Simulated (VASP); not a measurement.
# A VASP study of Li2CoCl4 (r2SCAN): structure first, properties next

Aim: relax Li2CoCl4 with r2SCAN, compute its properties on that cell and hold them against experiment. The steps: relaxing cell and atoms (r2SCAN), second relaxation, density, ELF and potential (r2SCAN), band structure (r2SCAN), total and projected DOS (r2SCAN), independent-particle dielectric function (r2SCAN) and field gradients at the nuclei (r2SCAN). The start is a computed cell from the Materials Project.

Main program and level: VASP 6.6.1; r2SCAN, spin-polarised from a ferromagnetic start (one magnetic atom a cell); plane waves and PAW (Li_sv, Co, Cl), in the first sound run; inputs show where later runs differ.

Experimental background.

For Li2CoCl4, low temperature orthorhombic (powder from solidified melt, zero field, 3.5 K), “Zero-field magnetic structure and metamagnetic phase transitions of the cobalt chain compound Li2CoCl4” (2023, arxiv:2307.06899) gives, by neutron powder diffraction: lattice constant a 7.139 ± 0.0003 Å; lattice constant b 10.1899 ± 0.0005 Å; lattice constant c (c, along the cobalt chains) 3.5935 ± 0.0002 Å.

Most raw output is cut from this account.

**1. Starting point**

Before any relaxation, the start is as follows. Symmetry: Cmmm, No. 65, orthorhombic system. Conventional cell: a = 7.238 Å, b = 9.831 Å, c = 3.589 Å, α = 90.00°, β = 90.00°, γ = 90.00°. Nearest to Li lie 6 Cl at 2.46 to 2.55 Å. Nearest to Co lie 6 Cl at 2.30 to 2.44 Å. Nearest to Cl lie 2 Co at 2.44 Å and 2 Li at 2.46 Å. Nearest to Cl lie 1 Co at 2.30 Å and 4 Li at 2.55 Å. Farther neighbours and most contacts between anions are not listed.

**2. Relaxing cell and atoms (r2SCAN)**

Properties are meant for the cell that this level of theory prefers, so cell and atoms are relaxed first (ISIF = 3) until forces and stress are small; EDIFFG sets the threshold. r2SCAN adds the kinetic-energy density, costs more than a GGA and is run with LASPH.

File INCAR:

```
SYSTEM = Li2CoCl4
PREC = Accurate
ENCUT = 650
EDIFF = 1E-06
NELM = 100
ISMEAR = 0
SIGMA = 0.05
LREAL = .FALSE.
ALGO = Normal
METAGGA = R2SCAN
LASPH = .TRUE.
NBANDS = 34
ISPIN = 2
MAGMOM = 0 0 2 0 0 0 0
LMAXMIX = 4
LORBIT = 11
LWAVE = .FALSE.
LCHARG = .FALSE.
KPAR = 4
IBRION = 2
NSW = 60
ISIF = 3
EDIFFG = -0.01
```

File POSCAR:

```
Li2CoCl4
1.0
    3.6192217400     -4.9155678900      0.0000000000
    3.6192217400      4.9155678900      0.0000000000
    0.0000000000      0.0000000000      3.5894800800
Li Co Cl
2 1 4
Direct
    0.5000000000      0.0000000000      0.5000000000
    0.0000000000      0.5000000000      0.5000000000
    0.0000000000      0.0000000000      0.0000000000
    0.7713001700      0.7713001700      0.5000000000
    0.7664696000      0.2335304000      0.0000000000
    0.2286998300      0.2286998300      0.5000000000
    0.2335304000      0.7664696000      0.0000000000
```

File KPOINTS:

```
Automatic mesh
0
Gamma
4 4 6
0 0 0
```

The projector-augmented-wave data sets are Li_sv, Co and Cl (PBE family, release 64).

On the command line:

```sh
mpirun -np 4 vasp_std
```

It took 35 min on 4 MPI ranks of Intel Xeon 6975P-C (Granite Rapids), shared host; peak memory 2.3 GiB.

The cell holds one magnetic atom, so no antiferromagnetic order fits into it. Experiment finds antiferromagnetic order in this phase (below 6.8 K, arxiv:2307.06899), so this ferromagnetic run describes another state. The gap is read on the k-mesh alone, so it is an upper bound where the band edges lie off the mesh. The PAW data sets were made with PBE, which is usual practice but a small mismatch for other functionals. The run keeps the 8 symmetry operations of its start, so it cannot find a distortion of lower symmetry.

The steps of the relaxation:

```
step  energy less that of the first step (eV)  largest force (eV/Å)  pressure (GPa)  volume (Å³)
   1                                   0.0000                0.9146            2.56       127.72
   2                                  -0.1397                0.1371           -0.64       133.14
   3                                  -0.1413                0.1391           -1.05       134.06
   4                                  -0.1636                0.0224           -0.41       132.24
   5                                  -0.1678                0.0643           -0.06       131.39
   6                                  -0.1683                0.0945            0.09       131.04
   7                                  -0.1692                0.0552           -0.01       131.10
   8                                  -0.1694                0.0492           -0.15       131.18
   9                                  -0.1695                0.0356           -0.09       131.15
  10                                  -0.1700                0.0274           -0.01       130.88
  11                                  -0.1701                0.0243           -0.01       130.79
  12                                  -0.1702                0.0196            0.07       130.62
  13                                  -0.1703                0.0141            0.15       130.26
  14                                  -0.1703                0.0159            0.09       130.46
  15                                  -0.1706                0.0152            0.02       130.59
  16                                  -0.1706                0.0184           -0.03       130.65
  17                                  -0.1707                0.0063            0.03       130.60
```

```
conventional cell, symmetrised  before   after  change
                         a (Å)   7.238   7.156  -1.1 %
                         b (Å)   9.831  10.381  +5.6 %
                         c (Å)   3.589   3.516  -2.0 %
              volume (Å³/atom)   18.25   18.66  +2.3 %
```

The atoms that moved most (Å, as changes of fractional coordinates times the final cell):

```
atom      dx      dy     dz  length
 Cl7   0.000  -0.057  0.000   0.057
 Cl5   0.000   0.057  0.000   0.057
 Cl6   0.031   0.000  0.000   0.031
 Cl4  -0.031   0.000  0.000   0.031
```

Final coordinates:

```
Li Co Cl
1.0
     3.57788   -5.19071    0.00000
     3.57788    5.19071    0.00000
     0.00000    0.00000    3.51615
Li Co Cl
2 1 4
Direct
  0.50000 0.00000 0.50000
  0.00000 0.50000 0.50000
  0.00000 0.00000 0.00000
  0.76692 0.76692 0.50000
  0.76102 0.23898 0.00000
  0.23308 0.23308 0.50000
  0.23898 0.76102 0.00000
```

A gap read on the k-mesh alone can miss the band edges.

This step gave:

```yaml
electrons: 43
bands: 34
irreducible_k_points: 28
symmetry_operations: 8
free_energy_toten: -53.3696 eV
fermi_energy: 2.358 eV
pressure: 0.02656 GPa
moment_of_the_cell_from_the_last_line_of_the_log: 3 μB
metallic: no
valence_top_at_k: 0.5, 0.5, 0
conduction_bottom_at_k: 0.5, 0.5, 0
least_direct_gap_at_k: 0.5, 0.5, 0
scf_cycles_over_all_ionic_steps: 140
gap_on_the_k_mesh: 0.8834 eV
least_direct_gap_on_the_k_mesh: 0.8834 eV
```

Spin moment in the PAW sphere by atom:

```
atom  spin moment in the PAW sphere (μB)
 Li1                                0.00
 Li2                                0.00
 Co3                                2.61
 Cl4                                0.12
 Cl5                                0.03
 Cl6                                0.12
 Cl7                                0.03
```

It ends with a largest force of 0.006 eV/Å and a pressure of 0.03 GPa.

**3. Second relaxation**

A relaxation keeps the plane waves of the cell it began with, so it is repeated from the new cell, on a basis made for it.

INCAR is that of step 2.

File POSCAR:

```
Li2CoCl4
1.0
    3.5778772720     -5.1907091362      0.0000000000
    3.5778772720      5.1907091362      0.0000000000
    0.0000000000      0.0000000000      3.5161483681
Li Co Cl
2 1 4
Direct
    0.5000000000      0.0000000000      0.5000000000
    0.0000000000      0.5000000000      0.5000000000
    0.0000000000      0.0000000000      0.0000000000
    0.7669242620      0.7669242620      0.5000000000
    0.7610210535      0.2389789465      0.0000000000
    0.2330757380      0.2330757380      0.5000000000
    0.2389789465      0.7610210535      0.0000000000
```

KPOINTS is that of step 2.

On the command line:

```sh
mpirun -np 4 vasp_std
```

It took 3.8 min on 4 MPI ranks; peak memory 2.1 GiB.

Little changed from the start: no atom moved by 0.005 Å and no cell edge by 0.1 %.

This step gave:

```
free energy (TOTEN)             : -53.3713 eV
Fermi energy                    : 2.357 eV
pressure                        : 0.03092 GPa
SCF cycles over all ionic steps : 19
gap on the k-mesh               : 0.8838 eV
least direct gap on the k-mesh  : 0.8838 eV
```

It ends with a largest force of 0.006 eV/Å and a pressure of 0.03 GPa. The volume moved by under 0.01 %: the run met its threshold at the first step.

**4. Density, ELF and potential (r2SCAN)**

A single point on the relaxed cell gives a clean self-consistent state, with density, ELF and potential written out.

Edit INCAR of step 3 so:

```diff
@@ -17,7 +17,5 @@
 LWAVE = .FALSE.
-LCHARG = .FALSE.
-KPAR = 4
-IBRION = 2
-NSW = 60
-ISIF = 3
-EDIFFG = -0.01
+LCHARG = .TRUE.
+ISIF = 2
+LELF = .TRUE.
+LVHAR = .TRUE.
```

POSCAR is that of step 3.

KPOINTS is that of step 3.

On the command line:

```sh
mpirun -np 4 vasp_std
```

Run time: 4.3 min. Hardware: 4 MPI ranks; peak memory 1.1 GiB; 17 min of CPU time.

With spin, VASP writes an ELF for each channel.

Numbers from this step:

* SCF cycles: 19
* bands: 36
* Fermi energy: 2.405 eV
* pressure: 0.03206 GPa

Valence electrons inside each PAW sphere by angular momentum. Sphere charges, by row:

```
atom  s (e)  p (e)  d (e)  tot (e)
 Li1  2.005   0.01      0    2.015
 Li2  2.005   0.01      0    2.015
 Co3  0.287  0.326  7.064    7.677
 Cl4  1.605  3.577      0    5.183
 Cl5  1.599  3.615      0    5.215
 Cl6  1.605  3.577      0    5.183
 Cl7  1.599  3.615      0    5.215
```

Spin density in the ab plane of the conventional cell at fractional z = 0.500, with atoms of Li and Cl within 0.2 Å of it.

Ten even steps from '_' (-0.008 e/Å³) to '@' (0.073 e/Å³), each cell a mean:
```
__..==%%--__==--........::==::__##**::__
____::--::__................____--::..__
____....______............______......__
____________________..____________..____
________________________________________
________________________________________
________________________________________
________________________________________
....________....________....________....
......______......______......____......
......::..__++==..____..::++::__::::....
....::++==__%%##::____..==@@--__++--....
....::==::__##**::____..==%%--__==--....
........____--::..______::--::__........
......______......______....______......
..____________..________________________
________________________________________
________________________________________
________________________________________
________________________________________
____....________........________....____
____......____............______......__
__..::++::__::::..........::..__++==..__
__..==@@--__++--........::++==__%%##::__
```
Columns run along a (7.2 Å), rows up along b (10.4 Å), edges of the conventional cell, whose origin can differ from the input's. Atoms in or near the plane, at fractional coordinates: Li at (0.25, 0.75), Li at (0.75, 0.25), Li at (0.25, 0.25), Li at (0.75, 0.75), Cl at (0.27, 0.50), Cl at (0.77, 0.00), Cl at (0.23, 0.00), Cl at (0.73, 0.50).

Valence density in the ab plane of the conventional cell at fractional z = 0.500, with atoms of Li and Cl within 0.2 Å of it. It is the smooth field of the valence electrons, not physical close to the nuclei.

Values in e/Å³, 13 rows by 16 columns, each cell a mean:
```
0.1 0.3 1.0 1.3 1.4 0.9 0.2 0.0 0.0 0.1 0.6 1.3 1.3 1.2 0.5 0.1
0.0 0.1 0.2 0.3 0.3 0.1 0.0 0.0 0.0 0.0 0.1 0.2 0.3 0.2 0.1 0.0
0.1 0.0 0.1 1.1 1.8 0.2 0.0 0.0 0.0 0.0 0.1 1.1 1.8 0.2 0.0 0.1
0.1 0.0 0.1 2.4 3.9 0.4 0.0 0.1 0.1 0.1 0.1 2.4 3.9 0.4 0.0 0.1
0.0 0.0 0.1 0.1 0.1 0.1 0.1 0.0 0.0 0.0 0.1 0.1 0.1 0.1 0.0 0.0
0.0 0.1 0.4 1.0 1.2 0.9 0.4 0.1 0.1 0.2 0.7 1.2 1.1 0.6 0.2 0.0
0.0 0.2 0.8 1.6 0.9 1.5 0.7 0.2 0.1 0.5 1.4 1.1 1.3 1.2 0.3 0.1
0.0 0.1 0.3 0.7 0.9 0.7 0.3 0.1 0.1 0.2 0.5 0.9 0.9 0.4 0.1 0.0
0.0 0.0 0.0 0.1 0.1 0.1 0.0 0.0 0.0 0.0 0.1 0.1 0.1 0.1 0.0 0.0
0.1 0.0 0.1 3.0 5.0 0.5 0.1 0.1 0.1 0.1 0.1 3.0 5.0 0.5 0.0 0.1
0.0 0.0 0.1 0.4 0.7 0.1 0.0 0.0 0.0 0.0 0.0 0.4 0.7 0.1 0.0 0.0
0.0 0.1 0.3 0.5 0.5 0.2 0.1 0.0 0.0 0.0 0.1 0.4 0.5 0.3 0.1 0.1
0.1 0.4 1.2 1.2 1.4 1.1 0.3 0.0 0.0 0.1 0.7 1.5 1.1 1.4 0.7 0.2
```
Columns run along a (7.2 Å), rows up along b (10.4 Å), edges of the conventional cell, whose origin can differ from the input's. Atoms in or near the plane, at fractional coordinates: Li at (0.25, 0.75), Li at (0.75, 0.25), Li at (0.25, 0.25), Li at (0.75, 0.75), Cl at (0.27, 0.50), Cl at (0.77, 0.00), Cl at (0.23, 0.00), Cl at (0.73, 0.50).

ELF of up spins in the ab plane of the conventional cell at fractional z = 0.500, with atoms of Li and Cl within 0.2 Å of it. It is the smooth field of the valence electrons, not physical close to the nuclei.

Values, 13 rows by 16 columns, each cell a mean:
```
0.11 0.56 0.82 0.74 0.80 0.86 0.67 0.15 0.05 0.50 0.83 0.85 0.72 0.81 0.71 0.24
0.03 0.13 0.38 0.57 0.59 0.45 0.17 0.02 0.01 0.09 0.35 0.56 0.59 0.47 0.21 0.04
0.03 0.03 0.03 0.34 0.45 0.10 0.02 0.03 0.03 0.03 0.03 0.35 0.45 0.10 0.02 0.03
0.04 0.03 0.05 0.58 0.72 0.18 0.02 0.04 0.04 0.03 0.05 0.58 0.72 0.19 0.02 0.04
0.01 0.04 0.17 0.33 0.35 0.26 0.10 0.03 0.02 0.06 0.20 0.34 0.35 0.24 0.07 0.02
0.03 0.39 0.77 0.86 0.82 0.81 0.61 0.17 0.08 0.45 0.77 0.82 0.85 0.83 0.56 0.11
0.06 0.58 0.87 0.79 0.50 0.76 0.78 0.30 0.14 0.65 0.82 0.56 0.67 0.88 0.75 0.20
0.02 0.29 0.68 0.83 0.83 0.76 0.50 0.12 0.06 0.35 0.70 0.82 0.84 0.76 0.45 0.07
0.02 0.02 0.08 0.20 0.24 0.14 0.05 0.02 0.02 0.03 0.10 0.21 0.23 0.12 0.03 0.02
0.04 0.03 0.06 0.72 0.87 0.23 0.02 0.04 0.04 0.03 0.06 0.71 0.87 0.23 0.02 0.04
0.03 0.03 0.04 0.22 0.29 0.07 0.02 0.03 0.03 0.02 0.03 0.22 0.29 0.08 0.03 0.03
0.04 0.21 0.53 0.71 0.73 0.60 0.28 0.04 0.01 0.16 0.50 0.71 0.74 0.62 0.33 0.07
0.13 0.62 0.82 0.64 0.72 0.87 0.72 0.18 0.06 0.55 0.85 0.82 0.60 0.79 0.75 0.27
```
Columns run along a (7.2 Å), rows up along b (10.4 Å), edges of the conventional cell, whose origin can differ from the input's. Atoms in or near the plane, at fractional coordinates: Li at (0.25, 0.75), Li at (0.75, 0.25), Li at (0.25, 0.25), Li at (0.75, 0.75), Cl at (0.27, 0.50), Cl at (0.77, 0.00), Cl at (0.23, 0.00), Cl at (0.73, 0.50).

In this run the pressure is 0.03 GPa, small enough to go on.

**5. Band structure (r2SCAN)**

This step: r2SCAN, spin-polarised from a ferromagnetic start; plane waves and PAW (Li_sv, Co, Cl) (VASP 6.6.1).

The mesh alone shows little of the dispersion and can miss band extrema, so KPOINTS_OPT adds a path through the symmetry points after the self-consistent cycle.

File INCAR:

```
SYSTEM = Li2CoCl4
PREC = Accurate
ENCUT = 650
EDIFF = 1E-06
NELM = 100
ISMEAR = 0
SIGMA = 0.05
LREAL = .FALSE.
ALGO = Normal
METAGGA = R2SCAN
LASPH = .TRUE.
NBANDS = 45
ISPIN = 2
MAGMOM = -0 -0 2.613 0.116 0.034 0.116 0.034
LMAXMIX = 4
LORBIT = 11
LWAVE = .FALSE.
LCHARG = .FALSE.
KPAR = 4
```

POSCAR is that of step 4.

KPOINTS is that of step 4.

File KPOINTS_OPT:

```
Line mode
12
Line-mode
Reciprocal
  0.00000000   0.00000000   0.00000000 GAMMA
  0.36877841   0.36877841   0.00000000 X

  0.36877841   0.36877841   0.00000000 X
  0.00000000   0.50000000   0.00000000 S

  0.00000000   0.50000000   0.00000000 S
  0.00000000   0.50000000   0.50000000 R

  0.00000000   0.50000000   0.50000000 R
  0.36877841   0.36877841   0.50000000 A

  0.36877841   0.36877841   0.50000000 A
  0.00000000   0.00000000   0.50000000 Z

  0.00000000   0.00000000   0.50000000 Z
  0.00000000   0.00000000   0.00000000 GAMMA

  0.00000000   0.00000000   0.00000000 GAMMA
 -0.50000000   0.50000000   0.00000000 Y

 -0.50000000   0.50000000   0.00000000 Y
 -0.36877841   0.63122159   0.00000000 X1

 -0.36877841   0.63122159   0.00000000 X1
 -0.36877841   0.63122159   0.50000000 A1

 -0.36877841   0.63122159   0.50000000 A1
 -0.50000000   0.50000000   0.50000000 T

 -0.50000000   0.50000000   0.50000000 T
 -0.50000000   0.50000000   0.00000000 Y

  0.00000000   0.00000000   0.50000000 Z
 -0.50000000   0.50000000   0.50000000 T
```

On the command line:

```sh
mpirun -np 4 vasp_std
```

It took 16 min on 4 MPI ranks; peak memory 2.9 GiB; 63 min of CPU time.

This step gave:

```
SCF cycles                        : 20
bands                             : 45
Fermi energy                      : 2.355 eV
pressure                          : 0.02618 GPa
least gap on mesh and path        : 0.8836 eV
least direct gap on mesh and path : 0.8836 eV
conduction bottom at k            : -0.5, 0.5, 0
least direct gap at k             : -0.5, 0.5, 0
```

Spin up. The electronic bands at the labelled points (eV, zero at the valence-band top; v1 is the highest filled band, c1 the lowest empty one):

```
          point     v4     v3     v2     v1    c1    c2    c3    c4
              Γ  -1.42  -1.25  -0.72  -0.49  4.93  6.31  6.43  6.79
0.45 of the way  -1.38  -1.30  -0.74  -0.61  5.56  6.68  6.88  7.09
              X  -1.40  -1.35  -1.02  -0.73  6.38  7.51  7.61  8.09
0.45 of the way  -1.39  -1.38  -0.82  -0.74  6.27  7.01  7.35  7.79
              S  -1.49  -1.37  -0.73  -0.66  6.13  6.63  7.18  7.66
0.45 of the way  -1.59  -1.58  -1.25  -0.65  6.66  7.84  8.13  8.48
              R  -1.72  -1.45  -1.12  -0.71  6.16  7.47  7.60  7.67
0.55 of the way  -1.65  -1.45  -1.07  -0.64  5.87  7.27  7.29  7.67
              A  -1.53  -1.45  -0.97  -0.55  5.54  6.80  6.89  7.56
0.55 of the way  -1.78  -1.43  -1.04  -0.85  6.44  8.18  8.45  8.55
              Z  -1.77  -1.42  -1.03  -0.80  6.46  7.66  8.67  9.04
0.55 of the way  -1.64  -1.42  -1.08  -0.66  6.15  7.16  7.44  7.86
              Γ  -1.42  -1.25  -0.72  -0.49  4.93  6.31  6.43  6.79
0.45 of the way  -1.38  -1.31  -0.78  -0.72  5.51  6.88  6.95  7.10
              Y  -1.42  -1.32  -1.25  -0.73  6.30  7.75  7.97  8.21
0.55 of the way  -1.42  -1.33  -1.16  -0.73  6.34  7.71  7.79  8.26
             X1  -1.40  -1.35  -1.02  -0.73  6.38  7.51  7.61  8.09
0.45 of the way  -1.68  -1.43  -1.32  -0.64  6.51  7.73  7.76  8.52
             A1  -1.53  -1.45  -0.97  -0.55  5.54  6.80  6.89  7.56
0.45 of the way  -1.44  -1.41  -0.85  -0.51  5.33  6.42  6.64  7.41
              T  -1.44  -1.34  -0.78  -0.49  5.23  6.25  6.53  7.36
0.45 of the way  -1.67  -1.37  -1.05  -0.69  6.16  7.08  7.26  8.01
              Y  -1.42  -1.32  -1.25  -0.73  6.30  7.75  7.97  8.21
      jump to Z  -1.77  -1.42  -1.03  -0.80  6.46  7.66  8.67  9.04
0.45 of the way  -1.49  -1.44  -0.81  -0.79  5.89  6.93  7.50  7.89
              T  -1.44  -1.34  -0.78  -0.49  5.23  6.25  6.53  7.36
```

Of the projections kept (Li, Co, Cl), the largest for each band there; the rest of the weight can lie on other orbitals:

```
point       v4       v3       v2       v1       c1       c2       c3       c4
    Γ  Co 0.71  Cl 0.55  Cl 0.62  Cl 0.55  Co 0.58  Cl 0.49  Cl 0.63  Li 0.42
    X  Co 0.59  Co 0.79  Co 0.55  Cl 0.62  Co 0.64  Cl 0.52  Cl 0.69  Cl 0.74
    S  Co 0.87  Co 0.55  Cl 0.62  Cl 0.54  Co 0.60  Cl 0.56  Cl 0.50  Cl 0.45
    R  Co 0.85  Co 0.79  Cl 0.55  Cl 0.52  Co 0.73  Co 0.55  Li 0.58  Cl 0.52
    A  Co 0.64  Co 0.72  Cl 0.58  Cl 0.55  Co 0.78  Cl 0.67  Cl 0.65  Li 0.80
    Z  Cl 1.00  Co 0.83  Co 0.55  Cl 0.61  Co 0.68  Cl 0.73  Cl 0.51  Li 0.60
```

Spin down. The electronic bands at the labelled points (eV, zero at the valence-band top; v1 is the highest filled band, c1 the lowest empty one):

```
          point     v4     v3     v2     v1    c1    c2    c3    c4
              Γ  -1.54  -1.47  -0.19  -0.12  0.89  1.97  3.59  5.36
0.45 of the way  -1.67  -1.55  -0.20  -0.10  0.93  1.94  3.53  6.06
              X  -2.05  -1.57  -0.22  -0.03  0.92  1.95  3.34  7.04
0.45 of the way  -1.84  -1.57  -0.21  -0.06  0.94  1.94  3.42  6.95
              S  -1.62  -1.57  -0.21  -0.09  0.95  1.94  3.49  6.76
0.45 of the way  -2.10  -1.78  -0.22  -0.21  1.25  1.68  3.51  7.33
              R  -2.45  -2.40  -0.37  -0.14  1.36  1.91  3.48  6.80
0.55 of the way  -2.44  -2.22  -0.36  -0.16  1.36  1.93  3.52  6.46
              A  -2.32  -2.09  -0.35  -0.18  1.36  1.98  3.57  6.09
0.55 of the way  -2.44  -2.17  -0.38  -0.11  1.36  1.94  3.39  7.11
              Z  -2.65  -1.73  -0.38  -0.09  1.36  2.06  3.29  7.06
0.55 of the way  -1.78  -1.64  -0.24  -0.17  1.20  1.78  3.48  6.64
              Γ  -1.54  -1.47  -0.19  -0.12  0.89  1.97  3.59  5.36
0.45 of the way  -1.69  -1.57  -0.20  -0.06  0.89  1.96  3.45  5.97
              Y  -2.04  -1.57  -0.22   0.00  0.88  1.96  3.27  6.90
0.55 of the way  -2.05  -1.57  -0.22  -0.01  0.90  1.96  3.29  6.95
             X1  -2.05  -1.57  -0.22  -0.03  0.92  1.95  3.34  7.04
0.45 of the way  -2.20  -1.77  -0.28  -0.14  1.23  1.73  3.49  7.12
             A1  -2.32  -2.09  -0.35  -0.18  1.36  1.98  3.57  6.09
0.45 of the way  -2.11  -2.04  -0.33  -0.20  1.36  2.03  3.59  5.86
              T  -2.02  -2.01  -0.31  -0.21  1.36  2.07  3.60  5.76
0.45 of the way  -1.96  -1.96  -0.28  -0.17  1.27  1.83  3.50  6.72
              Y  -2.04  -1.57  -0.22   0.00  0.88  1.96  3.27  6.90
      jump to Z  -2.65  -1.73  -0.38  -0.09  1.36  2.06  3.29  7.06
0.45 of the way  -2.52  -1.83  -0.35  -0.13  1.36  2.06  3.42  6.45
              T  -2.02  -2.01  -0.31  -0.21  1.36  2.07  3.60  5.76
```

Of the projections kept (Li, Co, Cl), the largest for each band there; the rest of the weight can lie on other orbitals:

```
point       v4       v3       v2       v1       c1       c2       c3       c4
    Γ  Cl 0.99  Cl 0.99  Co 0.88  Co 0.93  Co 0.97  Co 0.77  Co 0.87  Co 0.50
    X  Cl 0.99  Cl 0.99  Co 0.91  Co 0.91  Co 0.97  Co 0.78  Co 0.92  Co 0.63
    S  Cl 0.98  Cl 0.99  Co 0.90  Co 0.92  Co 0.96  Co 0.78  Co 0.89  Co 0.51
    R  Cl 0.96  Cl 0.92  Co 0.95  Co 0.91  Co 0.99  Co 0.85  Co 0.90  Co 0.73
    A  Cl 0.88  Cl 0.95  Co 0.91  Co 0.91  Co 0.99  Co 0.83  Co 0.89  Co 0.78
    Z  Cl 0.73  Cl 1.00  Co 0.97  Co 0.90  Co 0.99  Co 0.81  Co 0.93  Co 0.67
```

The path finds the gap of the mesh within 0.02 eV, so the mesh comes close to both band edges.

[end of part 1 of 2]

[Lines on the potential files, build, host, timing and source positions are cut from VASP's logs without a mark.]

[Logs are printed without paths, hosts, clocks, repeated set-up lines and the standing remarks that a program may print on its own settings, such as how far it seeks lower states.]

[Hosts, paths, dates, database ids (printed as entryN), source tags and the programs' standing remarks are cut or masked in the printed files.]

[A measured line is paired with the nearest computed mode of its activity, which favours agreement.]
